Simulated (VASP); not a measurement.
An input for Quantum ESPRESSO's pw.x (written as the equivalent of a VASP run, and not itself run):

```
&CONTROL
  calculation = 'vc-relax'
  pseudo_dir = './pseudo'
  outdir = './out'
  tprnfor = .true.
  tstress = .true.
  nstep = 40
  forc_conv_thr = 0.00078
/
&SYSTEM
  ibrav = 0
  nat = 2
  ntyp = 2
  ecutwfc = 72
  occupations = 'smearing'
  smearing = 'methfessel-paxton'
  degauss = 0.00735
  input_dft = 'pbesol'
/
&ELECTRONS
  conv_thr = 7.3e-08
  electron_maxstep = 100
/
&IONS
/
&CELL
  press = 300
/
ATOMIC_SPECIES
  Sn 118.710 Sn.upf
  S 32.060 S.upf
CELL_PARAMETERS angstrom
     0.0000000    2.7967281    2.7967281
     2.7967281   -0.0000000    2.7967281
     2.7967281    2.7967281   -0.0000000
ATOMIC_POSITIONS crystal
  Sn   1.0000000  0.0000000  1.0000000
  S    0.2500000  0.2500000  0.2500000
K_POINTS automatic
  11 11 11 0 0 0
```

Task: Write the VASP files for the same calculation (PBEsol).

Result: Several could match; the one computed here: 
INCAR:
```
# general
SYSTEM  = SnS
PREC    = Accurate
ENCUT   = 500
LREAL   = .FALSE.
LASPH   = .TRUE.

# electronic loop
EDIFF   = 1E-6
NELM    = 100
ALGO    = Normal
LMAXMIX = 4

# smearing
ISMEAR  = 1
SIGMA   = 0.1

# functional
GGA     = PS

# ions
IBRION  = 2
NSW     = 40
ISIF    = 3
EDIFFG  = -0.02
PSTRESS = 300

# output
LWAVE   = .FALSE.
LCHARG  = .FALSE.
```

### POSCAR
```
SnS
1.0
  0.0000000000   2.7967281432   2.7967281432
  2.7967281432   0.0000000000   2.7967281432
  2.7967281432   2.7967281432   0.0000000000
Sn S
1 1
Direct
  1.0000000000   0.0000000000   1.0000000000
  0.2500000000   0.2500000000   0.2500000000
```

### KPOINTS
```
Automatic
0
G
 11 11 11
```

POTCAR, in this order: Sn_d S (PBE.64 set). Program: vasp_std.

The two are equivalent in intent, not identical: the potentials are each code's own (VASP's PAW set, PseudoDojo norm-conserving files in pw.x), so ENCUT and ecutwfc are chosen apart and not converted; conv_thr bounds pw.x's estimated SCF error, while EDIFF bounds the energy change between steps; forc_conv_thr acts on force components and is met together with etot_conv_thr.

The structure was generated: SnS was put into the zinc blende type (F-43m), which need not be its known phase. It was relaxed first under an external pressure of 30 GPa.
